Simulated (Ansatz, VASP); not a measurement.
# Al (Al(111) film, 3 layers, groove): VASP beside Ansatz

Wanted: the spread between two codes on one cell, functional and k mesh. Of the first pair: The structure shown is the start of the Ansatz relaxation below; VASP solves that cell, so the two are compared at the walk's first step.

Program: Ansatz 0.2.0. Level of theory: plane waves, with VASP 6.6.1 beside it; single point at PBE. Results are calculated unless marked as measured.

### Step 1. The starting structure

The cell holds 46 atoms: 46 Al. Its edges and angles: a = 15.674 Å, b = 2.862 Å, c = 39.662 Å, α = 90.0°, β = 90.0°, γ = 90.0°. It derives from Al. Vacuum lies along a. The structure's axis is c.

### Step 2. Ansatz: relaxation, PBE

Ansatz runs on its PAW soft_1 files.

The two programs are compared at the cell with which this relaxation starts, whose forces are those of its first step.

The input, input.yaml:

```yaml
crystal:
  lattice:
    - [15.6741931383, 0.0, 0.0]
    - [0.0, 2.862347037, 0.0]
    - [0.0, 0.0, 39.6618439764]
  atoms:
    - { symbol: Al, position: [0.2870961178, 0.0, 0.0] }
    - { symbol: Al, position: [0.2870961178, 0.5, 0.0625] }
    - { symbol: Al, position: [0.4362008627, 0.0, 0.0416666667] }
    - { symbol: Al, position: [0.4362008627, 0.5, 0.1041666667] }
    - { symbol: Al, position: [0.5853056076, 0.0, 0.0833333333] }
    - { symbol: Al, position: [0.5853056076, 0.5, 0.0208333333] }
    - { symbol: Al, position: [0.2870961178, 0.0, 0.125] }
    - { symbol: Al, position: [0.2870961178, 0.5, 0.1875] }
    - { symbol: Al, position: [0.4362008627, 0.0, 0.1666666667] }
    - { symbol: Al, position: [0.4362008627, 0.5, 0.2291666667] }
    - { symbol: Al, position: [0.5853056076, 0.0, 0.2083333333] }
    - { symbol: Al, position: [0.5853056076, 0.5, 0.1458333333] }
    - { symbol: Al, position: [0.2870961178, 0.0, 0.25] }
    - { symbol: Al, position: [0.2870961178, 0.5, 0.3125] }
    - { symbol: Al, position: [0.4362008627, 0.0, 0.2916666667] }
    - { symbol: Al, position: [0.4362008627, 0.5, 0.3541666667] }
    - { symbol: Al, position: [0.5853056076, 0.0, 0.3333333333] }
    - { symbol: Al, position: [0.5853056076, 0.5, 0.2708333333] }
    - { symbol: Al, position: [0.2870961178, 0.0, 0.375] }
    - { symbol: Al, position: [0.2870961178, 0.5, 0.4375] }
    - { symbol: Al, position: [0.4362008627, 0.0, 0.4166666667] }
    - { symbol: Al, position: [0.4362008627, 0.5, 0.4791666667] }
    - { symbol: Al, position: [0.5853056076, 0.5, 0.3958333333] }
    - { symbol: Al, position: [0.2870961178, 0.0, 0.5] }
    - { symbol: Al, position: [0.2870961178, 0.5, 0.5625] }
    - { symbol: Al, position: [0.4362008627, 0.0, 0.5416666667] }
    - { symbol: Al, position: [0.4362008627, 0.5, 0.6041666667] }
    - { symbol: Al, position: [0.5853056076, 0.0, 0.5833333333] }
    - { symbol: Al, position: [0.2870961178, 0.0, 0.625] }
    - { symbol: Al, position: [0.2870961178, 0.5, 0.6875] }
    - { symbol: Al, position: [0.4362008627, 0.0, 0.6666666667] }
    - { symbol: Al, position: [0.4362008627, 0.5, 0.7291666667] }
    - { symbol: Al, position: [0.5853056076, 0.0, 0.7083333333] }
    - { symbol: Al, position: [0.5853056076, 0.5, 0.6458333333] }
    - { symbol: Al, position: [0.2870961178, 0.0, 0.75] }
    - { symbol: Al, position: [0.2870961178, 0.5, 0.8125] }
    - { symbol: Al, position: [0.4362008627, 0.0, 0.7916666667] }
    - { symbol: Al, position: [0.4362008627, 0.5, 0.8541666667] }
    - { symbol: Al, position: [0.5853056076, 0.0, 0.8333333333] }
    - { symbol: Al, position: [0.5853056076, 0.5, 0.7708333333] }
    - { symbol: Al, position: [0.2870961178, 0.0, 0.875] }
    - { symbol: Al, position: [0.2870961178, 0.5, 0.9375] }
    - { symbol: Al, position: [0.4362008627, 0.0, 0.9166666667] }
    - { symbol: Al, position: [0.4362008627, 0.5, 0.9791666667] }
    - { symbol: Al, position: [0.5853056076, 0.0, 0.9583333333] }
    - { symbol: Al, position: [0.5853056076, 0.5, 0.8958333333] }
kpoints:
  mp_grid: { grid: [1, 8, 1] }
hamiltonian:
  xc: pbe
  pseudopotentials: { kind: paw, azcp: { folder: soft_1 } }
scf:
  occupations: { method: fermi_dirac, width: 0.1 }
relax:
  f_tol: 0.03
  max_steps: 40
  constraints:
    - { sites: [0, 1, 2, 3, 4, 5, 6, 7, 8, 9, 10, 11, 12, 13, 14, 15, 16, 17, 18, 19, 23, 24, 28, 29, 30, 31, 32, 33, 34, 35, 36, 37, 38, 39, 40, 41, 42, 43, 44, 45] }
```

Started as:

```sh
$ ansatz run input.yaml --threads 8 --pin off --max-ram 15360MiB --backend cpu --events-out ev --progress --plain --runs-dir out
```

Numbers of over 12 decimals in the logs are rounded to 6 here.

Output:

```text
Engine: ansatz 0.2.0, aarch64-unknown-linux-gnu
Pseudopotentials: kind: paw
Pseudopotential: Al, paw, valence charge 3, recommended cutoff 420 eV (normal), soft_1/Al.paw.azcp
Functional definition: PBE
  parameter kappa = 0.804
  parameter beta = 0.066725
  exchange = pbe_x(kappa = kappa, mu = beta*pi^2/3)
  correlation = pbe_c(beta = beta)
Crystal: 46 atoms, lattice volume = 1779.428 Å³
Basis set: ecut = 420 eV, 34821 PW (Γ), exchange–correlation on 216×40×540 points (8 copies of the dense FFT grid, shifted against one another)
Bands: 115, of which v1, the nominal top of the filled ones, is band 69 counted from 1 (68 counted from 0)
Symmetry: 2 space group operations
Space group: Pm (ITA 6), of the structure as read, at distance tolerance 1.2e-4 Å
k-points: 5 of 8
Non-local potential: Al, projectors of the file, l = 0: 2, l = 1: 2, l = 2: 1
PAW form: soft (Blöchl's): semilocal exchange-correlation on the pseudo side does not see the compensation charge
PAW one-centre angular grid: Al, 110 points (default); XC on 64 Gauss nodes
Initial density: superposition of atomic densities (neutral atoms: chi_scale 0, normalization atom)
Initial wavefunctions: pseudopotential atomic-orbital guess
Functional: x = pbe(κ = 0.804, μ = 0.219515), c = pbe(β = 0.066725)
SCF iter   1: F=—  HF=-24722.101786 eV  |F-HF|=—  |Δ(HF+E_count)|=         —  Δρ=1.93e-2  dr2=4.81e1  ethr=3.10e-3  ⟨swp⟩=9.6  Hψ=3546  notcnv=0  defer=10
preconditioner: auto → LDOS  [metal: Δε(μ)=0.070 eV  Ē_g=6.372 eV  σ=0.100 eV  W_gap=0.17  n_scr=158 (ndim 8)  ℏωp=10.3 eV  f_vac=0.371  D(μ)=16.32/eV (n_scr^D=82)  β→1.0]
SCF iter   2: F=—  HF=-24716.111963 eV  |F-HF|=—  |Δ(HF+E_count)|=    5.99e0  Δρ=1.22e-2  dr2=2.03e1  ethr=3.10e-3  ⟨swp⟩=6.2  Hψ=1671  notcnv=0  defer=34
SCF iter   3: F=—  HF=-24713.883843 eV  |F-HF|=—  |Δ(HF+E_count)|=    2.23e0  Δρ=2.08e-3  dr2=4.10e-1  ethr=3.10e-3  ⟨swp⟩=4.6  Hψ=1475  notcnv=0  defer=36
SCF iter   4: F=—  HF=-24713.841513 eV  |F-HF|=—  |Δ(HF+E_count)|=   4.23e-2  Δρ=3.48e-4  dr2=6.61e-3  ethr=2.97e-4  ⟨swp⟩=2.6  Hψ=886  notcnv=0  defer=36
SCF iter   5: F=—  HF=-24713.842406 eV  |F-HF|=—  |Δ(HF+E_count)|=   8.93e-4  Δρ=1.31e-4  dr2=9.38e-4  ethr=4.79e-6  ⟨swp⟩=2.4  Hψ=1044  notcnv=0  defer=36
SCF iter   6: F=—  HF=-24713.842449 eV  |F-HF|=—  |Δ(HF+E_count)|=   4.33e-5  Δρ=2.53e-5  dr2=2.70e-5  ethr=6.80e-7  ⟨swp⟩=2.4  Hψ=892  notcnv=0  defer=36
SCF iter   7: F=-24713.842458 eV  HF=-24713.842460 eV  |F-HF|=1.71e-6  |Δ(HF+E_count)|=   1.09e-5  Δρ=7.23e-6  dr2=3.69e-6  ethr=1.63e-8  ⟨swp⟩=4.4  Hψ=1680  notcnv=0
SCF 1 converged in 7 iterations: F = -24713.842458 eV  dr2 = 3.69e-6
  greatest PAW one-centre occupation: 0.489 electrons in one spin orbital (limit 2), on the Al atom at site 27 (counted from 0), in its partial waves of l = 0
relax step   1: F+E_penalty+E_count = -24713.84245846 eV  Δ(F+E_penalty+E_count) = +0.000e0 eV  max|allowed force component| = 2.780e-1 eV/Å  Δτ_max = 0.0000 Å  (7 SCF iters, dr2 threshold 2.25e-5 eV, accepted)
[...]
relax step   2: F+E_penalty+E_count = -24713.88713851 eV  Δ(F+E_penalty+E_count) = -4.468e-2 eV  max|allowed force component| = 4.744e-2 eV/Å  Δτ_max = 0.0992 Å  (5 SCF iters, dr2 threshold 4.83e-6 eV, accepted)
[...]
relax step   3: F+E_penalty+E_count = -24713.88834447 eV  Δ(F+E_penalty+E_count) = -1.206e-3 eV  max|allowed force component| = 4.724e-3 eV/Å  Δτ_max = 0.0218 Å  (5 SCF iters, accepted)
SCF converged after 5 iterations
Free energy (F): -24713.888344 eV
Harris-Foulkes:  -24713.888344 eV  (|F-HF|=1.95e-8)
Internal energy: -24713.282560 eV  (E = F + TS)
E sigma→0 (E₀):  -24713.585452 eV
Entropy (-TS):   -0.605785 eV (-13.169 meV/atom)
Fermi energy:    1.196376 eV
--- Per-component energies (eV) ---
  E_band       = -393.913923
  E_kinetic    = 973.669292
  E_local      = -12714.860940  (includes V_loc(G=0)·N_el)
  E_nonlocal   = 464.649247
  E_hartree    = 6166.984033
  E_xc         = -1696.647837
  E_vxc        = -1291.791610  (∫ρ·V_xc dr)
  E_paw        = -21590.716222  (= ΣΔE_a)
  E_vpaw       = -159.547960  (= ΣTr[D̂ρ^β])
  E_aug_tail   = -0.000093  (compensation charges beyond the density's cutoff)
  E_ewald      = 3683.639961
  E_smearing   = -0.605785  (= −TS)
  E_closure    = 0.000000  (closes the sum)
  Σ components = -24713.888344   (vs F -24713.888344, Δ=0.00e0)
--- Forces (eV/Å), atoms counted from 1 ---
  atom   1  Al     0.08146619     0.00000000     0.01868374
  atom   2  Al     0.07470823     0.00000000     0.01963036
  atom   3  Al     0.02947814     0.00000000    -0.01772510
  atom   4  Al     0.02049422     0.00000000     0.00325334
  atom   5  Al    -0.09315176     0.00000000    -0.00727738
  atom   6  Al    -0.08875243     0.00000000     0.03178667
  atom   7  Al     0.07407864     0.00000000     0.04193814
  atom   8  Al     0.09457622     0.00000000    -0.02608145
  atom   9  Al    -0.01985093     0.00000000    -0.01894864
  atom  10  Al    -0.02417812     0.00000000     0.04477901
  atom  11  Al    -0.07535287     0.00000000    -0.00952636
  atom  12  Al    -0.09818015     0.00000000    -0.03305910
  atom  13  Al     0.08379677     0.00000000    -0.02006049
  atom  14  Al     0.11495593     0.00000000     0.00706749
  atom  15  Al    -0.01325019     0.00000000     0.05712418
  atom  16  Al    -0.14729399     0.00000000     0.05503485
  atom  17  Al    -0.11193865     0.00000000    -0.22987928
  atom  18  Al    -0.05694880     0.00000000     0.02484496
  atom  19  Al     0.13879435     0.00000000     0.05159439
  atom  20  Al     0.03342808     0.00000000    -0.04308707
  atom  21  Al     0.00371230     0.00000000     0.00145871
  atom  22  Al     0.00472363     0.00000000     0.00448025
  atom  23  Al     0.00209021     0.00000000    -0.00106254
  atom  24  Al    -0.03876795     0.00000000     0.04473840
[...]
atom  39  Al    -0.10950046     0.00000000     0.02295348
  atom  40  Al    -0.09036903     0.00000000    -0.00824830
  atom  41  Al     0.06920071     0.00000000    -0.00628004
  atom  42  Al     0.07696794     0.00000000    -0.01179519
  atom  43  Al     0.03397251     0.00000000     0.01431831
  atom  44  Al     0.02646602     0.00000000    -0.00403889
  atom  45  Al    -0.08593432     0.00000000    -0.03213862
  atom  46  Al    -0.10035776     0.00000000    -0.00082128
  max |Σ_I F_I| component: 1.09e-5 eV/Å
--- Relaxed structure (3 steps of the walk, 3 accepted, 0 SCFs on fresh bases) ---
  F+E_penalty+E_count = -24713.88834447 eV   max|allowed force component| = 4.724e-3 eV/Å
  atoms:
    - { symbol: Al, position: [0.2870961178, 0.0, 0.0] }
    - { symbol: Al, position: [0.2870961178, 0.5, 0.0625] }
    - { symbol: Al, position: [0.436201, 0.0, 0.0416666667] }
    - { symbol: Al, position: [0.436201, 0.5, 0.1041666667] }
    - { symbol: Al, position: [0.5853056076, 0.0, 0.0833333333] }
    - { symbol: Al, position: [0.5853056076, 0.5, 0.0208333333] }
    - { symbol: Al, position: [0.2870961178, 0.0, 0.125] }
    - { symbol: Al, position: [0.2870961178, 0.5, 0.1875] }
    - { symbol: Al, position: [0.436201, 0.0, 0.1666666667] }
    - { symbol: Al, position: [0.436201, 0.5, 0.229167] }
    - { symbol: Al, position: [0.5853056076, 0.0, 0.2083333333] }
    - { symbol: Al, position: [0.5853056076, 0.5, 0.1458333333] }
    - { symbol: Al, position: [0.2870961178, 0.0, 0.25] }
    - { symbol: Al, position: [0.2870961178, 0.5, 0.3125] }
    - { symbol: Al, position: [0.436201, 0.0, 0.2916666667] }
    - { symbol: Al, position: [0.436201, 0.5, 0.3541666667] }
    - { symbol: Al, position: [0.5853056076, 0.0, 0.3333333333] }
    - { symbol: Al, position: [0.5853056076, 0.5, 0.2708333333] }
    - { symbol: Al, position: [0.2870961178, 0.0, 0.375] }
    - { symbol: Al, position: [0.2870961178, 0.5, 0.4375] }
    - { symbol: Al, position: [0.440505, 0.0, 0.418513] }
    - { symbol: Al, position: [0.439222, 0.5, 0.479983] }
    - { symbol: Al, position: [0.582458, 0.5, 0.394156] }
    - { symbol: Al, position: [0.2870961178, 0.0, 0.5] }
[...]
- { symbol: Al, position: [0.5853056076, 0.0, 0.8333333333] }
    - { symbol: Al, position: [0.5853056076, 0.5, 0.7708333333] }
    - { symbol: Al, position: [0.2870961178, 0.0, 0.875] }
    - { symbol: Al, position: [0.2870961178, 0.5, 0.937500] }
    - { symbol: Al, position: [0.436201, 0.0, 0.916667] }
    - { symbol: Al, position: [0.436201, 0.5, 0.9791666667] }
    - { symbol: Al, position: [0.5853056076, 0.0, 0.958333] }
    - { symbol: Al, position: [0.5853056076, 0.5, 0.8958333333] }
```

Reading the cycles: dr2 is the Hartree energy of the density residual (eV), the measure of convergence; HF is the Harris–Foulkes estimate of the energy, which meets the free energy F at convergence.

### Step 3. VASP: single point, PBE, start cell, pair 1

The same cell, functional, mesh and smearing now go to VASP, with its own data sets.

Lines of VASP's logs that name or quote its potential files are left out, and so is its time.

The input, INCAR:

```
SYSTEM = Al
PREC = Accurate
ENCUT = 400
EDIFF = 1E-06
NELM = 120
ISMEAR = -1
SIGMA = 0.1
LREAL = Auto
ALGO = Normal
GGA = PE
NBANDS = 104
LORBIT = 11
LWAVE = .FALSE.
LCHARG = .FALSE.
ISIF = 2
LASPH = .TRUE.
GGA_COMPAT = .FALSE.
KPAR = 4
```

The input, POSCAR:

```
Al
1.0
   15.6741931383      0.0000000000      0.0000000000
    0.0000000000      2.8623470370      0.0000000000
    0.0000000000      0.0000000000     39.6618439764
Al
46
Direct
    0.2870961178      0.0000000000      0.0000000000
    0.2870961178      0.5000000000      0.0624999937
    0.4362008902      0.0000000000      0.0416666709
    0.4362008902      0.5000000000      0.1041666646
    0.5853055988      0.0000000000      0.0833333418
    0.5853055988      0.5000000000      0.0208333228
    0.2870961178      0.0000000000      0.1249999875
    0.2870961178      0.5000000000      0.1875000064
    0.4362008902      0.0000000000      0.1666666584
    0.4362008902      0.5000000000      0.2291666773
    0.5853055988      0.0000000000      0.2083333293
    0.5853055988      0.5000000000      0.1458333355
    0.2870961178      0.0000000000      0.2500000001
    0.2870961178      0.5000000000      0.3124999939
    0.4362008902      0.0000000000      0.2916666710
    0.4362008902      0.5000000000      0.3541666648
    0.5853055988      0.0000000000      0.3333333419
    0.5853055988      0.5000000000      0.2708333230
    0.2870961178      0.0000000000      0.3749999876
    0.2870961178      0.5000000000      0.4375000066
    0.4362008902      0.0000000000      0.4166666585
    0.4362008902      0.5000000000      0.4791666775
    0.5853055988      0.5000000000      0.3958333357
    0.2870961178      0.0000000000      0.5000000003
    0.2870961178      0.5000000000      0.5624999940
    0.4362008902      0.0000000000      0.5416666712
    0.4362008902      0.5000000000      0.6041666649
    0.5853055988      0.0000000000      0.5833333421
    0.2870961178      0.0000000000      0.6249999878
    0.2870961178      0.5000000000      0.6875000067
    0.4362008902      0.0000000000      0.6666666587
    0.4362008902      0.5000000000      0.7291666776
    0.5853055988      0.0000000000      0.7083333296
    0.5853055988      0.5000000000      0.6458333358
    0.2870961178      0.0000000000      0.7500000004
    0.2870961178      0.5000000000      0.8124999942
    0.4362008902      0.0000000000      0.7916666713
    0.4362008902      0.5000000000      0.8541666651
    0.5853055988      0.0000000000      0.8333333422
    0.5853055988      0.5000000000      0.7708333233
    0.2870961178      0.0000000000      0.8749999879
    0.2870961178      0.5000000000      0.9375000069
    0.4362008902      0.0000000000      0.9166666588
    0.4362008902      0.5000000000      0.9791666778
    0.5853055988      0.0000000000      0.9583333297
    0.5853055988      0.5000000000      0.8958333360
```

The input, KPOINTS:

```
Automatic mesh
0
Gamma
1 8 1
0 0 0
```

The projector-augmented-wave data sets are Al (PBE family, release 64).

Started as:

```sh
$ mpirun -np 8 vasp_std
```

Output:

```text
[banner, memory and clock lines left out]
running    8 mpi-ranks, on    1 nodes
[...]
|                                                                             |
|           W    W    AA    RRRRR   N    N  II  N    N   GGGG   !!!           |
|           W    W   A  A   R    R  NN   N  II  NN   N  G    G  !!!           |
|           W    W  A    A  R    R  N N  N  II  N N  N  G       !!!           |
|           W WW W  AAAAAA  RRRRR   N  N N  II  N  N N  G  GGG   !            |
|           WW  WW  A    A  R   R   N   NN  II  N   NN  G    G                |
|           W    W  A    A  R    R  N    N  II  N    N   GGGG   !!!           |
|                                                                             |
|     For optimal performance we recommend to set                             |
|       NCORE = 2 up to number-of-cores-per-socket                            |
|     NCORE specifies how many cores store one orbital (NPAR=cpu/NCORE).      |
|     This setting can greatly improve the performance of VASP for DFT.       |
|     The default, NCORE=1 might be grossly inefficient on modern             |
|     multi-core architectures or massively parallel machines. Do your        |
|     Unfortunately you need to use the default for GW and RPA                |
|     calculations (for HF NCORE is supported but not extensively tested      |
|     yet).                                                                   |
|                                                                             |

 LDA part: xc-table for (Slater+PW92), standard interpolation
 POSCAR, INCAR and KPOINTS ok, starting setup
[...]
entering main loop
       N       E                     dE             d eps       ncg     rms          rms(c)
DAV:   1     0.350329912044E+03    0.35033E+03   -0.36887E+04  1072   0.783E+02
DAV:   2    -0.135690348449E+03   -0.48602E+03   -0.45443E+03  1272   0.148E+02
DAV:   3    -0.168073804962E+03   -0.32383E+02   -0.31079E+02  1416   0.347E+01
DAV:   4    -0.169351280617E+03   -0.12775E+01   -0.12667E+01  1584   0.774E+00
[...]
DAV:  28    -0.161026828928E+03   -0.25638E-05   -0.19624E-07   760   0.108E-03    0.334E-04
DAV:  29    -0.161026830359E+03   -0.14304E-05   -0.14857E-07   760   0.849E-04    0.227E-04
DAV:  30    -0.161026830976E+03   -0.61764E-06   -0.63732E-08   760   0.669E-04
   1 F= -.16102683E+03 E0= -.16073031E+03  d E =-.593036E+00
```

Parts of OUTCAR (step 3):

```text
  Total       -5.2846862    -16.5987574    -19.9534735      0.0000000      0.0000000     -0.4626010
  in kB       -4.7582735    -14.9453392    -17.9658888      0.0000000      0.0000000     -0.4165209
  external PRESSURE =     -12.5565005 kB  Pullay stress =       0.0000000 kB

 POSITION                                       TOTAL-FORCE (eV/Angst)
 -----------------------------------------------------------------------------------
      4.50000      0.00000      0.00000         0.082613      0.000000      0.021527
      4.50000      1.43117      2.47886         0.074338      0.000000      0.019755
      6.83710      0.00000      1.65258         0.027717      0.000000     -0.020329
      6.83710      1.43117      4.13144         0.016874      0.000000      0.000597
      9.17419      0.00000      3.30515        -0.090512      0.000000     -0.012290
      9.17419      1.43117      0.82629        -0.089741      0.000000      0.035526
      4.50000      0.00000      4.95773         0.072892      0.000000      0.046214
      4.50000      1.43117      7.43660         0.093656      0.000000     -0.029700
      6.83710      0.00000      6.61031        -0.022502      0.000000     -0.016168
      6.83710      1.43117      9.08917        -0.025496      0.000000      0.047220
      9.17419      0.00000      8.26288        -0.074952      0.000000     -0.008922
      9.17419      1.43117      5.78402        -0.091024      0.000000     -0.030423
      4.50000      0.00000      9.91546         0.088383      0.000000     -0.020183
      4.50000      1.43117     12.39433         0.119334      0.000000      0.014397
[...]
-----------------------------------------------------------------------------------
    total drift:                               -0.017178      0.000000     -0.001677

  FREE ENERGIE OF THE ION-ELECTRON SYSTEM (eV)
  ---------------------------------------------------
  free  energy   TOTEN  =      -161.0268309764 eV

  energy  without entropy=     -160.4337945261  energy(sigma->0) =     -160.73031275

[... 3 further parts left out ...]
[key lines of the parts left out:]
E-fermi :   1.2234
```

### Step 4. Comparison

Known differences besides the potentials themselves: the cutoff is 420 eV in Ansatz and 400 eV in VASP (PREC = Accurate, projectors in real space). Total energies have different zeros and are not compared.

Forces on 9 of the 46 atoms, those with the largest forces and the largest differences (eV/Å; atoms numbered as in POSCAR):

```csv
atom,"Ansatz x, y, z","VASP x, y, z"
Al7,"0.071, 0.000, 0.044","0.073, 0.000, 0.046"
Al17,"-0.108, 0.000, -0.101","-0.111, 0.000, -0.101"
Al21,"0.231, 0.000, 0.156","0.233, 0.000, 0.157"
Al22,"0.124, 0.000, 0.035","0.124, 0.000, 0.033"
Al23,"-0.184, 0.000, -0.143","-0.186, 0.000, -0.143"
Al24,"-0.165, 0.000, 0.013","-0.165, 0.000, 0.014"
Al26,"0.278, 0.000, -0.109","0.279, 0.000, -0.111"
Al29,"0.104, 0.000, -0.101","0.105, 0.000, -0.099"
Al41,"0.067, 0.000, -0.003","0.069, 0.000, -0.006"
```

The forces differ by 1.0 meV/Å r.m.s., which is 1.5 % of the r.m.s. force of 0.064 eV/Å (both taken over all components). With vacuum in the cell, a pressure given here is an average over mostly empty space and none of the material.

(Part 1 of 2 ends here.)

[Lines on the potential files, build, host, timing and source positions are cut from VASP's logs without a mark.]

[Logs are printed without paths, hosts, clocks, repeated set-up lines and the standing remarks that a program may print on its own settings, such as how far it seeks lower states.]

[Hosts, paths, dates, database ids (printed as entryN), source tags and the programs' standing remarks are cut or masked in the printed files.]
